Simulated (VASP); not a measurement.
```
TiN
1.0
    0.00000     2.11505     2.11505
    2.11505     0.00000     2.11505
    2.11505     2.11505     0.00000
Ti N
1 1
Direct
  0.00000   0.00000   0.00000
  0.50000   0.50000   0.50000
```

Computed with optB86b-vdW, VASP's PBE PAW potentials (set 64) (plane waves; VASP). Numerical set-up: 520 eV cut-off, Gaussian smearing of 0.050 eV, potentials Ti_sv N.

Task: Give the energies of bands 6 to 11 at the high-symmetry points, in eV from the Fermi level.

Result: 
```csv
band,Γ,X,U,L,W
6,-2.05,-5.82,-5.82,-8.08,-5.48
7,-2.05,-3.23,-5.71,-5.51,-5.48
8,-2.05,-3.23,-4.48,-5.51,-5.38
9,-0.64,-3.09,-0.47,1.67,0.92
10,-0.64,1.64,1.97,1.67,0.92
11,-0.64,2.38,2.31,2.37,2.38
```

It has no gap at this level: it comes out as a metal or semimetal.

The compound is TiN in the rock salt structure. It was relaxed first. The electron count is odd and the run is not spin-polarised, which forces a metal.
